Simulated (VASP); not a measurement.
Level of theory: PBEsol GGA, VASP's PBE PAW potentials (set 64) (plane waves; VASP).

The input files of a VASP run:

### KPOINTS
```
kpoints
0
gamma
7 7 4
0 0 0
```

**POSCAR**
```
La2O3
1.0
  1.9172341832  -3.3207462763   0.0000000000
  1.9172341832   3.3207462763   0.0000000000
  0.0000000000   0.0000000000   5.4678293254
La O
2 3
Cartesian
  1.9172341832   1.1069176393   1.2740119512
  1.9172341832  -1.1069176393   4.1938173742
  0.0000000000   0.0000000000   0.0000000000
  1.9172341832   1.1069176393   3.5889705275
  1.9172341832  -1.1069176393   1.8788587979
```

INCAR:
```
SYSTEM = La2O3
PREC = Accurate
ENCUT = 620
EDIFF = 1E-6
NELM = 100
ALGO = Normal
LREAL = .FALSE.
LASPH = .TRUE.
ISMEAR = 0
SIGMA = 0.05
GGA = PS
LMAXMIX = 6
LWAVE = .FALSE.
LCHARG = .FALSE.
IBRION = 2
ISIF = 3
NSW = 40
EDIFFG = -0.02
PSTRESS = 300
```

POTCAR, in this order: La O (PBE.64 set). Program: vasp_std.

The resulting files:

OUTCAR:
```
 ion  position               nearest neighbor table
   1  0.333  0.667  0.233-   5 2.29   5 2.29   5 2.29   4 2.31   3 2.55   3 2.55   3 2.55   2 3.38
                             2 3.38   2 3.38   2 3.66   2 3.66   2 3.66
   2  0.667  0.333  0.767-   4 2.29   4 2.29   4 2.29   5 2.31   3 2.55   3 2.55   3 2.55   1 3.38
                             1 3.38   1 3.38   1 3.66   1 3.66   1 3.66
   3  0.000  0.000  0.000-   1 2.55   2 2.55   2 2.55   1 2.55   2 2.55   1 2.55
   4  0.333  0.667  0.656-   2 2.29   2 2.29   2 2.29   1 2.31
   5  0.667  0.333  0.344-   1 2.29   1 2.29   1 2.29   2 2.31
  LATTYP: Found a hexagonal cell.
 ALAT       =     3.8344677264
 C/A-ratio  =     1.4259682740
 Subroutine PRICEL returns:
 Original cell was already a primitive cell.
 Subroutine GETGRP returns: Found 12 space group operations
The static configuration has the point symmetry D_3d.
The dynamic configuration has the point symmetry D_3d.
 Subroutine INISYM returns: Found 12 space group operations
 Subroutine IBZKPT returns following result:
 Found     28 irreducible k-points:

 Following reciprocal coordinates:
            Coordinates               Weight
  0.000000  0.000000  0.000000      1.000000
  0.142857  0.000000  0.000000      6.000000
  0.285714  0.000000  0.000000      6.000000
  0.428571  0.000000  0.000000      6.000000
  0.142857  0.142857  0.000000      6.000000
  0.285714  0.142857  0.000000     12.000000
  0.428571  0.142857  0.000000      6.000000
  0.285714  0.285714  0.000000      6.000000
  0.000000  0.000000  0.250000      2.000000
  0.142857  0.000000  0.250000      6.000000
  0.000000  0.142857  0.250000      6.000000
  0.285714  0.000000  0.250000      6.000000
  0.000000  0.285714  0.250000      6.000000
  0.428571  0.000000  0.250000      6.000000
  0.000000  0.428571  0.250000      6.000000
  0.142857  0.142857  0.250000     12.000000
  0.285714  0.142857  0.250000     12.000000
 -0.142857  0.428571  0.250000     12.000000
  0.428571  0.142857  0.250000     12.000000
  0.285714  0.285714  0.250000     12.000000
  0.000000  0.000000  0.500000      1.000000
  0.142857  0.000000  0.500000      6.000000
  0.285714  0.000000  0.500000      6.000000
  0.428571  0.000000  0.500000      6.000000
  0.142857  0.142857  0.500000      6.000000
  0.285714  0.142857  0.500000     12.000000
  0.428571  0.142857  0.500000      6.000000
  0.285714  0.285714  0.500000      6.000000
   k-points           NKPTS =     28   k-points in BZ     NKDIM =     28   number of bands    NBANDS=     24
   number of dos      NEDOS =    301   number of ions     NIONS =      5
   total plane-waves  NPLWV =  49152
   dimension x,y,z NGX =    32 NGY =   32 NGZ =   48
   dimension x,y,z NGXF=    64 NGYF=   64 NGZF=   96
   ions per type =               2   3
   PREC   = accura    normal or accurate (medium, high low for compatibility)
   ISTART =      0    job   : 0-new  1-cont  2-samecut
   ICHARG =      2    charge: 1-file 2-atom 10-const
   ISPIN  =      1    spin polarized calculation?
   LNONCOLLINEAR =      F non collinear calculations
   LSORBIT =      F    spin-orbit coupling
   INIWAV =      1    electr: 0-lowe 1-rand  2-diag
   ENCUT  =  620.0 eV  45.57 Ry    6.75 a.u.   7.78  7.78 11.10*2*pi/ulx,y,z
   NELM   =    100;   NELMIN=  2; NELMDL= -5     # of ELM steps
   EDIFF  = 0.1E-05   stopping-criterion for ELM
   LREAL  =      F    real-space projection
   NLSPLINE    = F    spline interpolate recip. space projectors
   LMAXMIX     =    6 max onsite mixed and CHGCAR
   VOSKOWN=      0    Vosko Wilk Nusair interpolation
   EDIFFG = -.2E-01   stopping-criterion for IOM
   NSW    =     40    number of steps for IOM
   NBLOCK =      1;   KBLOCK =     40    inner block; outer block
   IBRION =      2    ionic relax: 0-MD 1-quasi-New 2-CG
   NFREE  =      1    steps in history (QN), initial steepest desc. (CG)
...
```

### OSZICAR
```
...
DAV:   5    -0.411982592875E+02   -0.22464E-02   -0.62988E-02  2608   0.239E+00    0.408E-01
DAV:   6    -0.412005947079E+02   -0.23354E-02   -0.47540E-03  2648   0.608E-01    0.350E-01
DAV:   7    -0.412054507015E+02   -0.48560E-02   -0.18411E-02  2344   0.140E+00    0.792E-02
DAV:   8    -0.412058327987E+02   -0.38210E-03   -0.36385E-03  2648   0.579E-01    0.956E-02
DAV:   9    -0.412060044717E+02   -0.17167E-03   -0.15226E-03  2560   0.352E-01    0.371E-02
DAV:  10    -0.412060505718E+02   -0.46100E-04   -0.34345E-04  2680   0.193E-01    0.189E-02
DAV:  11    -0.412060762895E+02   -0.25718E-04   -0.13154E-04  2240   0.887E-02    0.636E-03
DAV:  12    -0.412060780106E+02   -0.17211E-05   -0.18153E-05  2608   0.350E-02    0.514E-03
DAV:  13    -0.412060796970E+02   -0.16864E-05   -0.11191E-05  2096   0.266E-02    0.152E-03
DAV:  14    -0.412060798120E+02   -0.11500E-06   -0.85860E-07  1312   0.101E-02
   2 F= -.29742225E+02 E0= -.29742225E+02  d E =0.359486E+00
       N       E                     dE             d eps       ncg     rms          rms(c)
DAV:   1    -0.441962459709E+02   -0.29902E+01   -0.49635E+01  1824   0.633E+01    0.897E+00
DAV:   2    -0.430011956332E+02    0.11951E+01   -0.59823E+00  2544   0.217E+01    0.310E+00
DAV:   3    -0.427346553864E+02    0.26654E+00   -0.85003E-01  2184   0.123E+01    0.892E-01
DAV:   4    -0.427189601673E+02    0.15695E-01   -0.17756E-01  2584   0.404E+00    0.261E-01
DAV:   5    -0.427212642505E+02   -0.23041E-02   -0.16524E-02  2656   0.112E+00    0.214E-01
DAV:   6    -0.427223488446E+02   -0.10846E-02   -0.21762E-03  2664   0.329E-01    0.178E-01
DAV:   7    -0.427237186925E+02   -0.13698E-02   -0.88004E-03  2368   0.974E-01    0.853E-02
DAV:   8    -0.427236547040E+02    0.63988E-04   -0.19003E-03  2552   0.535E-01    0.416E-02
DAV:   9    -0.427236925682E+02   -0.37864E-04   -0.21139E-04  2432   0.116E-01    0.315E-02
DAV:  10    -0.427237190615E+02   -0.26493E-04   -0.11941E-04  2584   0.932E-02    0.174E-02
DAV:  11    -0.427237375439E+02   -0.18482E-04   -0.16364E-04  2080   0.977E-02    0.667E-03
DAV:  12    -0.427237395970E+02   -0.20531E-05   -0.23291E-05  2592   0.421E-02    0.490E-03
DAV:  13    -0.427237395622E+02    0.34720E-07   -0.38163E-06  1952   0.164E-02
   3 F= -.30191195E+02 E0= -.30191195E+02  d E =-.894841E-01
       N       E                     dE             d eps       ncg     rms          rms(c)
DAV:   1    -0.427092337709E+02    0.14506E-01   -0.91814E-03  1880   0.874E-01    0.123E-01
DAV:   2    -0.427090045237E+02    0.22925E-03   -0.12006E-03  2416   0.283E-01    0.402E-02
DAV:   3    -0.427089556187E+02    0.48905E-04   -0.13872E-04  2160   0.156E-01    0.141E-02
DAV:   4    -0.427089513941E+02    0.42245E-05   -0.44890E-05  2536   0.700E-02    0.403E-03
DAV:   5    -0.427089522392E+02   -0.84507E-06   -0.36654E-06  1984   0.196E-02
   4 F= -.30191283E+02 E0= -.30191283E+02  d E =-.895722E-01
       N       E                     dE             d eps       ncg     rms          rms(c)
DAV:   1    -0.426775859995E+02    0.31365E-01   -0.17452E+00  2368   0.164E+01    0.654E-01
DAV:   2    -0.426761185424E+02    0.14675E-02   -0.94395E-02  2248   0.235E+00    0.328E-01
DAV:   3    -0.426738846228E+02    0.22339E-02   -0.10220E-02  2616   0.112E+00    0.144E-01
DAV:   4    -0.426735270223E+02    0.35760E-03   -0.16232E-03  2624   0.413E-01    0.661E-02
DAV:   5    -0.426735382220E+02   -0.11200E-04   -0.67291E-04  2576   0.201E-01    0.352E-02
DAV:   6    -0.426735408614E+02   -0.26394E-05   -0.25575E-04  2360   0.130E-01    0.204E-02
DAV:   7    -0.426735423579E+02   -0.14965E-05   -0.47178E-05  2568   0.649E-02    0.832E-03
DAV:   8    -0.426735433302E+02   -0.97221E-06   -0.17191E-05  2456   0.330E-02    0.455E-03
DAV:   9    -0.426735443991E+02   -0.10689E-05   -0.35677E-06  1904   0.151E-02    0.330E-03
DAV:  10    -0.426735443280E+02    0.71058E-07   -0.62034E-07  1112   0.103E-02
   5 F= -.30200677E+02 E0= -.30200677E+02  d E =-.939435E-02
       N       E                     dE             d eps       ncg     rms          rms(c)
DAV:   1    -0.426628985865E+02    0.10646E-01   -0.11131E-01  2416   0.418E+00    0.166E-01
DAV:   2    -0.426627717935E+02    0.12679E-03   -0.57854E-03  2240   0.590E-01    0.821E-02
DAV:   3    -0.426626300828E+02    0.14171E-03   -0.61797E-04  2672   0.279E-01    0.364E-02
DAV:   4    -0.426626065735E+02    0.23509E-04   -0.10121E-04  2600   0.103E-01    0.164E-02
DAV:   5    -0.426626083650E+02   -0.17915E-05   -0.40172E-05  2616   0.487E-02    0.899E-03
DAV:   6    -0.426626089506E+02   -0.58563E-06   -0.15011E-05  2168   0.319E-02    0.514E-03
DAV:   7    -0.426626095317E+02   -0.58105E-06   -0.20919E-06  1352   0.169E-02
   6 F= -.30201084E+02 E0= -.30201084E+02  d E =-.980164E-02
       N       E                     dE             d eps       ncg     rms          rms(c)
DAV:   1    -0.426606677689E+02    0.19412E-02   -0.90284E-01  2264   0.159E+01    0.587E-01
DAV:   2    -0.426547256138E+02    0.59422E-02   -0.28312E-02  2216   0.176E+00    0.322E-01
DAV:   3    -0.426518846442E+02    0.28410E-02   -0.99481E-03  2616   0.114E+00    0.795E-02
DAV:   4    -0.426518326595E+02    0.51985E-04   -0.90726E-04  2048   0.253E-01    0.422E-02
DAV:   5    -0.426518359908E+02   -0.33313E-05   -0.12806E-04  2344   0.103E-01    0.229E-02
DAV:   6    -0.426518365085E+02   -0.51762E-06   -0.37061E-05  2408   0.591E-02    0.813E-03
DAV:   7    -0.426518362227E+02    0.28576E-06   -0.10049E-05  2024   0.276E-02    0.509E-03
DAV:   8    -0.426518359271E+02    0.29564E-06   -0.39900E-06  1392   0.191E-02
   7 F= -.30204324E+02 E0= -.30204324E+02  d E =-.323954E-02
       N       E                     dE             d eps       ncg     rms          rms(c)
DAV:   1    -0.426473896194E+02    0.44466E-02   -0.20406E-01  2256   0.755E+00    0.280E-01
DAV:   2    -0.426460367526E+02    0.13529E-02   -0.64318E-03  2208   0.843E-01    0.153E-01
DAV:   3    -0.426453925757E+02    0.64418E-03   -0.23208E-03  2568   0.552E-01    0.392E-02
DAV:   4    -0.426453789789E+02    0.13597E-04   -0.22029E-04  2088   0.126E-01    0.206E-02
DAV:   5    -0.426453799272E+02   -0.94830E-06   -0.31433E-05  2320   0.504E-02    0.111E-02
DAV:   6    -0.426453801557E+02   -0.22845E-06   -0.74241E-06  1824   0.281E-02
   8 F= -.30204730E+02 E0= -.30204730E+02  d E =-.364595E-02
       N       E                     dE             d eps       ncg     rms          rms(c)
DAV:   1    -0.426378867580E+02    0.74932E-02   -0.79064E-01  1776   0.839E+00    0.193E-01
DAV:   2    -0.426415033767E+02   -0.36166E-02   -0.42715E-02  2208   0.231E+00    0.118E-01
DAV:   3    -0.426412719871E+02    0.23139E-03   -0.12219E-03  2384   0.363E-01    0.717E-02
DAV:   4    -0.426411503047E+02    0.12168E-03   -0.72843E-04  2648   0.259E-01    0.193E-02
DAV:   5    -0.426411498545E+02    0.45025E-06   -0.96013E-05  1872   0.807E-02    0.130E-02
DAV:   6    -0.426411497372E+02    0.11731E-06   -0.24552E-05  2400   0.435E-02    0.684E-03
DAV:   7    -0.426411495723E+02    0.16487E-06   -0.24779E-06  1352   0.189E-02
   9 F= -.30206377E+02 E0= -.30206377E+02  d E =-.164685E-02
       N       E                     dE             d eps       ncg     rms          rms(c)
DAV:   1    -0.426356614524E+02    0.54883E-02   -0.40823E-01  1776   0.603E+00    0.138E-01
DAV:   2    -0.426375261207E+02   -0.18647E-02   -0.22031E-02  2216   0.166E+00    0.853E-02
DAV:   3    -0.426374048366E+02    0.12128E-03   -0.63363E-04  2360   0.260E-01    0.518E-02
DAV:   4    -0.426373414558E+02    0.63381E-04   -0.38886E-04  2640   0.189E-01    0.143E-02
DAV:   5    -0.426373412977E+02    0.15807E-06   -0.50932E-05  1936   0.585E-02    0.988E-03
DAV:   6    -0.426373410950E+02    0.20274E-06   -0.14686E-05  2224   0.325E-02    0.507E-03
DAV:   7    -0.426373410296E+02    0.65370E-07   -0.13833E-06  1248   0.154E-02
  10 F= -.30206821E+02 E0= -.30206821E+02  d E =-.209112E-02
```

**OUTCAR**
```
------------------------ aborting loop because EDIFF is reached ----------------------------------------
  FORCE on cell =-STRESS in cart. coord.  units (eV):
  Direction    XX          YY          ZZ          XY          YZ          ZX
  --------------------------------------------------------------------------------------
  Total       12.4460207     12.4460044     12.4481611     -0.0000000      0.0000000     -0.0000000
  in kB      300.3741023    300.3737091    300.4257580     -0.0000000      0.0000000     -0.0000000
  external PRESSURE =       0.3911898 kB  Pullay stress =     300.0000000 kB
  volume of cell :       66.39
      direct lattice vectors                 reciprocal lattice vectors
     1.903511421 -3.296976336  0.000000000     0.262672445 -0.151654106  0.000000000
     1.903511421  3.296976336 -0.000000000     0.262672445  0.151654106 -0.000000000
     0.000000000  0.000000000  5.289045494     0.000000000  0.000000000  0.189070032
 POSITION                                       TOTAL-FORCE (eV/Angst)
 -----------------------------------------------------------------------------------
      1.90351      1.09899      1.20977         0.000000      0.000000      0.009676
      1.90351     -1.09899      4.07928         0.000000     -0.000000     -0.009676
      0.00000      0.00000     -0.00000        -0.000000     -0.000000      0.000000
      1.90351      1.09899      3.48822        -0.000000      0.000000      0.015793
      1.90351     -1.09899      1.80083        -0.000000     -0.000000     -0.015793
 -----------------------------------------------------------------------------------
    total drift:                               -0.000000     -0.000000      0.000000
  FREE ENERGIE OF THE ION-ELECTRON SYSTEM (eV)
  ---------------------------------------------------
  free  energy   TOTEN  =       -42.6373410296 eV

  energy  without entropy=      -42.6373410296  energy(sigma->0) =      -42.63734103
  enthalpy is  TOTEN    =       -30.2068212893 eV   P V=       12.4305197403

 reached required accuracy - stopping structural energy minimisation
```
(Selected blocks of OUTCAR.)

CONTCAR:
```
La2O3
   1.00000000000000
     1.9035114210691924   -3.2969763359760700    0.0000000000000000
     1.9035114210691924    3.2969763359760700   -0.0000000000000000
     0.0000000000000000    0.0000000000000000    5.2890454942470342
  La              O
     2     3
Direct
     0.3333330000000032    0.6666669999999968    0.2287307747108387
     0.6666669999999968    0.3333330000000032    0.7712692252891613
     0.0000000000000000    0.0000000000000000    0.0000000000000000
     0.3333330000000032    0.6666669999999968    0.6595178722171924
     0.6666669999999968    0.3333330000000032    0.3404821277828077
```

**OUTCAR**
```
 val. band max:        8.1474041035   @ k =   0.2857   0.2857   0.5000

 cond. band min:      11.8892976145   @ k =   0.2857   0.2857   0.0000


 Fermi energy:         8.4658650407

 k-point     1 :       0.0000    0.0000    0.0000
  band No.  band energies     occupation
      1     -21.4395      2.00000
      2     -20.6007      2.00000
      3      -9.5169      2.00000
      4      -8.0547      2.00000
      5      -7.4600      2.00000
      6      -4.8964      2.00000
      7      -4.8963      2.00000
      8      -4.2137      2.00000
      9      -4.2136      2.00000
     10      -3.8042      2.00000
     11      -3.7901      2.00000
     12       4.5784      2.00000
     13       4.5785      2.00000
     14       5.6090      2.00000
     15       5.6090      2.00000
     16       5.9462      2.00000
     17       6.2772      2.00000
     18       7.5532      2.00000
     19       7.5532      2.00000
     20       7.7158      2.00000
     21      12.1325      0.00000
     22      12.1326      0.00000
     23      13.0430      0.00000
     24      14.4227      0.00000

 k-point     2 :       0.1429    0.0000    0.0000
  band No.  band energies     occupation
      1     -21.3639      2.00000
      2     -20.5920      2.00000
      3      -9.4345      2.00000
      4      -8.4830      2.00000
      5      -7.9223      2.00000
      6      -5.0640      2.00000
      7      -4.6596      2.00000
      8      -4.2091      2.00000
      9      -4.2044      2.00000
     10      -3.8858      2.00000
     11      -3.4409      2.00000
     12       4.8421      2.00000
     13       5.0468      2.00000
     14       5.2242      2.00000
     15       5.7631      2.00000
     16       6.3290      2.00000
     17       6.6127      2.00000
     18       7.2147      2.00000
     19       7.5918      2.00000
     20       7.7433      2.00000
     21      12.3869      0.00000
     22      12.4374      0.00000
     23      13.2104      0.00000
     24      14.3086      0.00000
...
```

Energy and stress use the plane-wave basis of the starting cell.

The compound is La2O3 in the a-type structure. This run relaxes it under an external pressure of 30 GPa. Symmetry was kept, so distortions that lower it aren't found.
